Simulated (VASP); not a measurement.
A VASP calculation is set up with these files.

POSCAR:
```
AuAl2
1
    0.0000000000     3.0000000000     3.0000000000
    3.0000000000     0.0000000000     3.0000000000
    3.0000000000     3.0000000000     0.0000000000
Al Au
2 1
Direct
  0.2500000000   0.2500000000   0.2500000000
  0.7500000000   0.7500000000   0.7500000000
  0.0000000000   0.0000000000   0.0000000000
```

**KPOINTS**
```
Automatic mesh
0
gamma
 12 12 12
0 0 0
```

INCAR:
```
! general
SYSTEM =AuAl2
PREC   =Accurate
ENCUT  =400   ! plane-wave cut-off (eV)
LREAL  =F   ! projection in real space or not
LASPH  =T   ! aspherical one-centre terms

! electronic loop
EDIFF  =1E-7   ! SCF stop (eV)
NELM   =100   ! most electronic steps
ALGO   =Normal
LMAXMIX=6   ! l cut-off of mixed one-centre charges

! smearing
ISMEAR =-5

! functional
GGA    =PS

! ions
ISIF   =2   ! forces and stress, cell fixed

! output
LWAVE  =F
LCHARG =T
LORBIT =11
NEDOS  =601   ! DOS grid
```

POTCAR, in this order: Al Au (PBE.64 set). Program: vasp_std.

### Question
Translate this PBEsol calculation to Ansatz.

### Answer
One equivalent input (not run):
Ansatz 0.2 input:
```yaml
crystal:
  lattice:
    - [0.0000000, 3.0000000, 3.0000000]
    - [3.0000000, 0.0000000, 3.0000000]
    - [3.0000000, 3.0000000, 0.0000000]
  atoms:
    - { symbol: Al, position: [0.2500000, 0.2500000, 0.2500000] }
    - { symbol: Al, position: [0.7500000, 0.7500000, 0.7500000] }
    - { symbol: Au, position: [0.0000000, 0.0000000, 0.0000000] }
kpoints:
  mp_grid: { grid: [12, 12, 12] }
hamiltonian:
  xc: pbesol
  pseudopotentials: { kind: paw }
scf:
  occupations: { method: tetrahedron }
  max_iter: 100
output: { forces: true, stress: true, eigenvalues: true }
```
Limits of the translation: each code has its own PAW files, so the cut-off isn't converted (ENCUT is set for VASP's; basis.ecutwfc is left out, and Ansatz then takes the one that its files recommend); Ansatz stops its SCF on the density residual and VASP on the energy change (EDIFF).

The compound is AuAl2 in the fluorite structure. The cell was not relaxed at this level.
